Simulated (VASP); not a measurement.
Li3Cd (space group Fm-3m): computed properties

Computed with PBEsol GGA, VASP's PBE PAW potentials (set 64) (plane waves; VASP).

- space group = Fm-3m (225)
- cell = a = 6.5604 Å, b = 6.5604 Å, c = 6.5604 Å, α = 90.00°, β = 90.00°, γ = 90.00°
- volume per atom = 17.65 Å³/atom
- band gap (over mesh and band path) = none (metal, semimetal or under 0.01 eV)
- band gap with spin-orbit coupling = none (metallic)
- density = 3.13 g/cm³

CdLi₃ is modelled in the cubic space group Fm-3m (No. 225), Pearson symbol cF16. Conventional cell: a = b = c = 6.560 Å, α = β = γ = 90.00°. Li1 on 8c has 4 Cd at 2.841 Å and 4 Li at 2.841 Å and 6 Li at 3.280 Å. Li2 on 4b is coordinated by 8 Li at 2.841 Å and 6 Cd at 3.280 Å. Cd on 4a sees 8 Li at 2.841 Å and 6 Li at 3.280 Å. (Neighbours: up to the widest gap in distance over summed covalent radii, below 1.35, at either atom.)
(The calculation used a cell of 4 atoms; values per cell refer to that cell.)

The structure comes from a computed database's Li3Cd entry (Fm-3m); how it stands against other phases isn't given here. It was relaxed first. Symmetry was kept, so distortions that lower it aren't found. The electron count is odd and the run is not spin-polarised, which forces a metal.
